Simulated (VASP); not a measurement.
Output of a VASP run:

### OSZICAR
```
       N       E                     dE             d eps       ncg     rms          rms(c)
DAV:   1     0.618655416731E+03    0.61866E+03   -0.26625E+04  1920   0.193E+03
DAV:   2     0.184423945310E+02   -0.60021E+03   -0.59298E+03  1920   0.569E+02
DAV:   3    -0.636789943391E+02   -0.82121E+02   -0.81106E+02  3352   0.171E+02
DAV:   4    -0.710959154364E+02   -0.74169E+01   -0.73837E+01  2896   0.469E+01
DAV:   5    -0.714404437633E+02   -0.34453E+00   -0.34445E+00  2864   0.912E+00    0.286E+01
DAV:   6    -0.637711648009E+02    0.76693E+01   -0.66815E+01  2696   0.604E+01    0.791E+00
DAV:   7    -0.633812442886E+02    0.38992E+00   -0.97370E+00  2728   0.213E+01    0.645E+00
DAV:   8    -0.633198277008E+02    0.61417E-01   -0.96344E-01  2976   0.703E+00    0.142E+00
DAV:   9    -0.633287353571E+02   -0.89077E-02   -0.18381E-01  2656   0.308E+00    0.600E-01
DAV:  10    -0.633307721218E+02   -0.20368E-02   -0.96569E-03  2720   0.726E-01    0.144E-01
DAV:  11    -0.633309881175E+02   -0.21600E-03   -0.21672E-03  2776   0.309E-01    0.812E-02
DAV:  12    -0.633309525682E+02    0.35549E-04   -0.68916E-04  2952   0.175E-01    0.165E-02
DAV:  13    -0.633309474135E+02    0.51547E-05   -0.73844E-05  2744   0.681E-02    0.103E-02
DAV:  14    -0.633309481260E+02   -0.71255E-06   -0.35322E-06  2320   0.159E-02
   1 F= -.63330948E+02 E0= -.63330618E+02  d E =-.633309E+02
       N       E                     dE             d eps       ncg     rms          rms(c)
DAV:   1    -0.633324780765E+02   -0.15307E-02   -0.52819E-02  2552   0.260E+00    0.366E-01
DAV:   2    -0.633312272215E+02    0.12509E-02   -0.12416E-02  2808   0.994E-01    0.109E-01
DAV:   3    -0.633309986525E+02    0.22857E-03   -0.12688E-03  2904   0.200E-01    0.473E-02
DAV:   4    -0.633309877095E+02    0.10943E-04   -0.37081E-04  3176   0.118E-01    0.295E-02
DAV:   5    -0.633309948913E+02   -0.71818E-05   -0.35546E-05  2504   0.445E-02    0.224E-02
DAV:   6    -0.633310134892E+02   -0.18598E-04   -0.40427E-05  2824   0.329E-02    0.587E-03
DAV:   7    -0.633310135192E+02   -0.29950E-07   -0.16670E-05  2992   0.231E-02    0.375E-03
DAV:   8    -0.633310133012E+02    0.21799E-06   -0.39662E-07  1392   0.508E-03
   2 F= -.63331013E+02 E0= -.63330718E+02  d E =-.651752E-04
```

### OUTCAR
```
------------------------ aborting loop because EDIFF is reached ----------------------------------------
  FORCE on cell =-STRESS in cart. coord.  units (eV):
  Direction    XX          YY          ZZ          XY          YZ          ZX
  --------------------------------------------------------------------------------------
  Total       -0.1322053     -0.1322053     -0.1605000      0.0000000      0.0000000     -0.0000000
  in kB       -2.3718600     -2.3718599     -2.8794878      0.0000000      0.0000000     -0.0000000
  external PRESSURE =      -2.5410692 kB  Pullay stress =       0.0000000 kB
  volume of cell :       89.30
      direct lattice vectors                 reciprocal lattice vectors
     4.179101628 -0.000000000 -0.000000000     0.239285877  0.138151769  0.000000000
    -2.089550814  3.619208097  0.000000000     0.000000000  0.276303537  0.000000000
     0.000000000  0.000000000  5.904375617     0.000000000  0.000000000  0.169365919
 POSITION                                       TOTAL-FORCE (eV/Angst)
 -----------------------------------------------------------------------------------
      2.08955     -0.00000     -0.00000         0.000000      0.000000     -0.000000
      1.04478      1.80960      1.96812         0.000000      0.000000      0.000000
      3.13433      1.80960      3.93625         0.000000      0.000000     -0.000000
      0.00000      1.47983      0.00000         0.000000     -0.002439     -0.000000
      2.89753      0.73991      1.96812         0.002113     -0.001220      0.000000
      0.80798      2.87929      3.93625         0.002113      0.001220     -0.000000
      2.08955      2.13938     -0.00000        -0.000000      0.002439     -0.000000
     -0.80798      2.87929      1.96812        -0.002113      0.001220      0.000000
      1.28157      0.73991      3.93625        -0.002113     -0.001220     -0.000000
 -----------------------------------------------------------------------------------
    total drift:                                0.000000     -0.000000     -0.005442
  FREE ENERGIE OF THE ION-ELECTRON SYSTEM (eV)
  ---------------------------------------------------
  free  energy   TOTEN  =       -63.3310133012 eV

  energy  without entropy=      -63.3301266683  energy(sigma->0) =      -63.33071776

 reached required accuracy - stopping structural energy minimisation
```
(Selected blocks of OUTCAR.)

File POSCAR:
```
TiB2
1
    4.1781015987     0.0000000000     0.0000000000
   -2.0890507994     3.6183420469    -0.0000000000
    0.0000000000     0.0000000000     5.8969727542
Ti B
3 6
Direct
  0.5000000000   0.0000000000   1.0000000000
  0.5000000000   0.5000000000   0.3333330000
  1.0000000000   0.5000000000   0.6666670000
  0.2045685742   0.4091371483   0.0000000000
  0.7954314258   0.2045685742   0.3333330000
  0.5908628517   0.7954314258   0.6666670000
  0.7954314258   0.5908628517   0.0000000000
  0.2045685742   0.7954314258   0.3333330000
  0.4091371483   0.2045685742   0.6666670000
```

### Question
Reconstruct the remaining input files.

### Answer
This is not unique; one that fits is the input of the run itself, PBEsol GGA, plane waves, VASP's PBE PAW potentials (set 64).

### INCAR
```
SYSTEM = TiB2
PREC = Accurate; ENCUT = 520; LREAL = .FALSE.
LASPH = .TRUE.
EDIFF = 1E-6; NELM = 100; ALGO = Normal
LMAXMIX = 4
ISMEAR = 1; SIGMA = 0.1
GGA = PS
IBRION = 2; NSW = 60; ISIF = 3
EDIFFG = -0.02
LWAVE = .FALSE.; LCHARG = .FALSE.
```

File KPOINTS:
```
K-points
0
Gamma
  8 8 5
0 0 0
```

POTCAR, in this order: Ti_sv B (PBE.64 set). Program: vasp_std.

The structure was generated: TiB2 was put into the CrSi2 type (P6_222), which need not be its known phase. This run relaxes it. Symmetry was kept, so distortions that lower it aren't found. The start is the result of an earlier pass.
